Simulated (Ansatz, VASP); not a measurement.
## SnMoPd (SnMoPd in the AlB2 type): VASP beside Ansatz

One calculation is typed for both programs; each brings its own data sets. How far apart do they land? The cell is generated by rule, not measured, and may not be a known phase. The cell is taken from a series of runs on this material, whose earlier steps may have relaxed, scaled, displaced or heated it; both programs get it as it stands.

Main program and level: Ansatz 0.2.0; plane waves, with VASP 6.6.1 beside it; relaxation of cell and atoms at PBE.

The structure was built from a prototype and need not be the compound's stable phase.

## Step 1: The starting structure

Symmetry: P-6m2, No. 187, hexagonal system. Conventional cell: a = 4.555 Å, b = 4.555 Å, c = 2.927 Å, α = 90.00°, β = 90.00°, γ = 120.00°. Nearest to Mo lie 2 Mo at 2.93 Å and 6 Pd at 3.01 Å and 6 Sn at 3.01 Å. Nearest to Sn lie 3 Pd at 2.63 Å and 2 Sn at 2.93 Å and 6 Mo at 3.01 Å. Pd has 3 Sn at 2.63 Å and 2 Pd at 2.93 Å and 6 Mo at 3.01 Å nearest. Farther neighbours are not listed.

## Step 2: Ansatz: relaxation of cell and atoms, PBE

Ansatz runs on its PAW soft_1 files.

The relaxed volume is the usual yardstick between codes: in a stiff, nearly cubic crystal its relative difference is about their pressure difference at one cell divided by the bulk modulus.

input.yaml reads:

```yaml
crystal:
  lattice:
    - [4.5552152575, 0.0, 0.0]
    - [-2.2776076287, 3.9449321327, 0.0]
    - [0.0, 0.0, 2.9274089255]
  atoms:
    - { symbol: Mo, position: [0.0, 0.0, 0.0] }
    - { symbol: Sn, position: [0.3333333333, 0.6666666667, 0.5] }
    - { symbol: Pd, position: [0.6666666667, 0.3333333333, 0.5] }
kpoints:
  mp_grid: { grid: [9, 9, 10] }
hamiltonian:
  xc: pbe
  pseudopotentials: { kind: paw, azcp: { folder: soft_1 } }
scf:
  occupations: { method: methfessel_paxton, width: 0.2 }
output:
  forces: true
  stress: true
  eigenvalues: true
relax:
  adjacent_minimum: "off"
  f_tol: 0.001
  max_steps: 60
  cell: { stress_tol: 0.01 }
```

The run is started by

```
> ansatz run input.yaml --threads 4 --pin off --max-ram 12288MiB --backend cpu --events-out ev --progress --plain --runs-dir out
```

Numbers of over 12 decimals in the logs are rounded to 6 here.

Output:

```text
Engine: ansatz 0.2.0, x86_64-unknown-linux-gnu
Pseudopotentials: kind: paw
Pseudopotential: Mo, paw, valence charge 14, recommended cutoff 420 eV (normal), soft_1/Mo.paw.azcp
Pseudopotential: Sn, paw, valence charge 14, recommended cutoff 420 eV (normal), soft_1/Sn.paw.azcp
Pseudopotential: Pd, paw, valence charge 18, recommended cutoff 420 eV (normal), soft_1/Pd.paw.azcp
Functional definition: PBE
  parameter kappa = 0.804
  parameter beta = 0.066725
  exchange = pbe_x(kappa = kappa, mu = beta*pi^2/3)
  correlation = pbe_c(beta = beta)
Crystal: 3 atoms, lattice volume = 52.606 Å³
Basis set: ecut = 420 eV, 1023 PW (Γ), exchange–correlation on 64×64×40 points (8 copies of the dense FFT grid, shifted against one another)
Bands: 28, of which v1, the nominal top of the filled ones, is band 23 counted from 1 (22 counted from 0)
Symmetry: 12 space group operations
Space group: P-6m2 (ITA 187), of the structure as read, at distance tolerance 3.7e-5 Å
k-points: 72 of 810 (time reversal used)
Non-local potential: Mo, projectors of the file, l = 0: 3, l = 1: 2, l = 2: 2, l = 3: 1
Non-local potential: Sn, projectors of the file, l = 0: 2, l = 1: 2, l = 2: 2, l = 3: 1
Non-local potential: Pd, projectors of the file, l = 0: 2, l = 1: 2, l = 2: 2, l = 3: 1
PAW form: soft (Blöchl's): semilocal exchange-correlation on the pseudo side does not see the compensation charge
PAW one-centre angular grid: Mo, 590 points (default); XC on 64 Gauss nodes
PAW one-centre angular grid: Sn, 590 points (default); XC on 64 Gauss nodes
PAW one-centre angular grid: Pd, 590 points (default); XC on 64 Gauss nodes
Initial density: superposition of atomic densities (chi_scale 0.1, normalization cell, long waves kept (reshape's long-wave potential 0.00 eV rms))
Initial wavefunctions: pseudopotential atomic-orbital guess
Functional: x = pbe(κ = 0.804, μ = 0.219515), c = pbe(β = 0.066725)
SCF iter   1: F=—  HF=-17957.943484 eV  |F-HF|=—  |Δ(HF+E_count)|=         —  Δρ=2.26e-1  dr2=4.50e1  ethr=3.10e-3  ⟨swp⟩=5.3  Hψ=8713  notcnv=0
preconditioner: auto → none  [metal: Δε(μ)=0.019 eV  Ē_g=12.483 eV  σ=0.200 eV  W_gap=0.08  n_scr=8 (ndim 8)  ℏωp=28.0 eV  f_vac=0.000  D(μ)=3.41/eV (n_scr^D=32)  sad-step TF]
SCF iter   2: F=—  HF=-17955.028343 eV  |F-HF|=—  |Δ(HF+E_count)|=    2.92e0  S|Δr|=    0.00e0  Δρ=1.45e-1  dr2=2.09e1  ethr=3.10e-3  ⟨swp⟩=2.1  Hψ=4254  notcnv=0
SCF iter   3: F=—  HF=-17952.943124 eV  |F-HF|=—  |Δ(HF+E_count)|=    2.09e0  S|Δr|=    0.00e0  Δρ=3.19e-2  dr2=5.18e-1  ethr=3.10e-3  ⟨swp⟩=3.1  Hψ=3273  notcnv=0
SCF iter   4: F=—  HF=-17952.859143 eV  |F-HF|=—  |Δ(HF+E_count)|=   8.40e-2  S|Δr|=    0.00e0  Δρ=8.71e-3  dr2=5.77e-2  ethr=1.13e-3  ⟨swp⟩=2.8  Hψ=4030  notcnv=0  defer=4
SCF iter   5: F=—  HF=-17952.851653 eV  |F-HF|=—  |Δ(HF+E_count)|=   7.49e-3  S|Δr|=    0.00e0  Δρ=2.71e-3  dr2=6.07e-3  ethr=1.25e-4  ⟨swp⟩=1.3  Hψ=2209  notcnv=0  defer=4
SCF iter   6: F=—  HF=-17952.851005 eV  |F-HF|=—  |Δ(HF+E_count)|=   6.48e-4  S|Δr|=    0.00e0  Δρ=8.80e-4  dr2=5.55e-4  ethr=1.32e-5  ⟨swp⟩=1.5  Hψ=2189  notcnv=0  defer=4
SCF iter   7: F=—  HF=-17952.850937 eV  |F-HF|=—  |Δ(HF+E_count)|=   6.87e-5  S|Δr|=    0.00e0  Δρ=1.51e-4  dr2=1.35e-5  ethr=1.21e-6  ⟨swp⟩=2.3  Hψ=2761  notcnv=0  defer=4
SCF iter   8: F=—  HF=-17952.850948 eV  |F-HF|=—  |Δ(HF+E_count)|=   1.10e-5  S|Δr|=    0.00e0  Δρ=4.25e-5  dr2=7.62e-7  ethr=2.93e-8  ⟨swp⟩=2.3  Hψ=3303  notcnv=0  defer=4
SCF iter   9: F=-17952.850947 eV  HF=-17952.850947 eV  |F-HF|=1.02e-8  |Δ(HF+E_count)|=   8.37e-8  S|Δr|=    0.00e0  Δρ=6.26e-6  dr2=1.93e-8  ethr=2.17e-10  ⟨swp⟩=6.9  Hψ=8945  notcnv=0
SCF 1 converged in 9 iterations: F = -17952.850947 eV  dr2 = 1.93e-8
  greatest PAW one-centre occupation: 0.999 electrons in one spin orbital (limit 2), on the Pd atom at site 2 (counted from 0), in its partial waves of l = 0
relax step   1: F+E_penalty+E_count = -17952.85094749 eV  Δ(F+E_penalty+E_count) = +0.000e0 eV  max|allowed force component| = 1.604e-16 eV/Å  Δτ_max = 0.0000 Å  P = -0.024 GPa  Ω = 52.606 Å³  (9 SCF iters, dr2 threshold 1.00e-7 eV, accepted)
[...]
relax step   2: F+E_penalty+E_count = -17952.85095171 eV  Δ(F+E_penalty+E_count) = -4.228e-6 eV  max|allowed force component| = 1.234e-16 eV/Å  Δτ_max = 0.0000 Å  P = +0.012 GPa  Ω = 52.597 Å³  energy of the carried Pulay correction = +2.375e-6 eV  (4 SCF iters, dr2 threshold 9.10e-9 eV, accepted)
[...]
relax step   3: F+E_penalty+E_count = -17952.85095547 eV  Δ(F+E_penalty+E_count) = -3.752e-6 eV  max|allowed force component| = 9.329e-17 eV/Å  Δτ_max = 0.0000 Å  P = +0.004 GPa  Ω = 52.598 Å³  energy of the carried Pulay correction = +1.789e-6 eV  (3 SCF iters, dr2 threshold 6.27e-9 eV, accepted)
[...]
relax step   4: F+E_penalty+E_count = -17952.85095419 eV  Δ(F+E_penalty+E_count) = +1.280e-6 eV  max|allowed force component| = 1.079e-16 eV/Å  Δτ_max = 0.0000 Å  P = +0.004 GPa  Ω = 52.598 Å³  stress off target by 4.19e-3 GPa  SCF on the basis re-selected at this cell (its energy is not comparable with the rows above)  (5 SCF iters)
basis re-selected at this cell: Δ(F+E_penalty+E_count) = +1.280e-6 eV, ΔP = +0.000 GPa vs the last step (what re-selecting the basis moved, of the pressure what is left beyond the Pulay correction that the steps carried, after the strain that the cell walked since its last selection, with what the two solves' SCF thresholds leave and, on support functions, any second-order correction that the steps lacked; it is no m [...]
SCF converged after 5 iterations
Stability not checked: this state was not tested for a lower state beside it, because cold or Methfessel-Paxton smearing, or corrected tetrahedra, fill the levels in a way that the test cannot read (fill_not_monotonic; see scf.lower_state_search)
Free energy (F): -17952.850954 eV
Harris-Foulkes:  -17952.850954 eV  (|F-HF|=0.00e0)
Internal energy: -17952.851148 eV  (E = F + TS)
E sigma→0 (E₀):  -17952.851003 eV
Entropy (-TS):   0.000194 eV (0.065 meV/atom)
Fermi energy:    17.798774 eV
--- Per-component energies (eV) ---
  E_band       = -268.035398
  E_kinetic    = 1038.358217
  E_local      = -3722.872863  (includes V_loc(G=0)·N_el)
  E_nonlocal   = 665.795209
  E_hartree    = 1568.710544
  E_xc         = -440.031852
  E_vxc        = -474.606370  (∫ρ·V_xc dr)
  E_paw        = -11393.922727  (= ΣΔE_a)
  E_vpaw       = -912.131322  (= ΣTr[D̂ρ^β])
  E_aug_tail   = 0.000584  (compensation charges beyond the density's cutoff)
  E_ewald      = -5668.888259
  E_smearing   = 0.000194  (= −TS)
  E_closure    = -0.000000  (closes the sum)
  Σ components = -17952.850954   (vs F -17952.850954, Δ=0.00e0)
--- Forces (eV/Å), atoms counted from 1 ---
  atom   1  Mo     0.00000000     0.00000000    -0.00000000
  atom   2  Sn    -0.00000000     0.00000000    -0.00000000
  atom   3  Pd     0.00000000     0.00000000     0.00000000
  max |Σ_I F_I| component: 1.64e-16 eV/Å
--- Stress (GPa, compression-positive) ---
        0.003243       0.000000       0.000000
        0.000000       0.003243       0.000000
        0.000000       0.000000       0.004188
  P = ⅓ Tr σ = 0.0036 GPa (0.036 kbar)
--- Band table (eV; the first three rows and the last of 72) ---
  k-point 0: bands = [... 19 lower, 15.5272, 15.5869, 15.5869, 18.9620, 18.9620, 19.4153, 21.5535, 21.5535, ... 1 higher]
  k-point 1: bands = [... 19 lower, 15.6953, 16.0128, 16.0128, 18.6183, 18.6183, 19.4947, 22.0275, 22.0275, ... 1 higher]
  k-point 2: bands = [... 19 lower, 16.4965, 16.4965, 16.5021, 18.0599, 18.0599, 19.7357, 20.9428, 22.5174, ... 1 higher]
  k-point 71: bands = [... 19 lower, 15.2524, 16.7999, 16.8129, 17.1146, 19.0667, 19.4879, 19.5689, 19.6736, ... 1 higher]
--- Relaxed structure (3 steps of the walk, 3 accepted, 1 SCFs on fresh bases) ---
  F+E_penalty+E_count = -17952.85095419 eV   max|allowed force component| = 1.079e-16 eV/Å   (the final SCF, on the basis selected at the relaxed cell)
  cell:  # Å, volume = 52.5985 Å³
    - [4.554286, -2.8861418948301983e-11, 0]
    - [-2.277143, 3.944127, 0]
    - [0, 0, 2.928208]
  atoms:
    - { symbol: Mo, position: [0, 0, 0] }
    - { symbol: Sn, position: [0.333333, 0.666667, 0.500000] }
    - { symbol: Pd, position: [0.666667, 0.333333, 0.500000] }
```

(Part 1 of 2 ends here.)

[Lines on the potential files, build, host, timing and source positions are cut from VASP's logs without a mark.]

[Logs are printed without paths, hosts, clocks, repeated set-up lines and the standing remarks that a program may print on its own settings, such as how far it seeks lower states.]

[Hosts, paths, dates, database ids (printed as entryN), source tags and the programs' standing remarks are cut or masked in the printed files.]
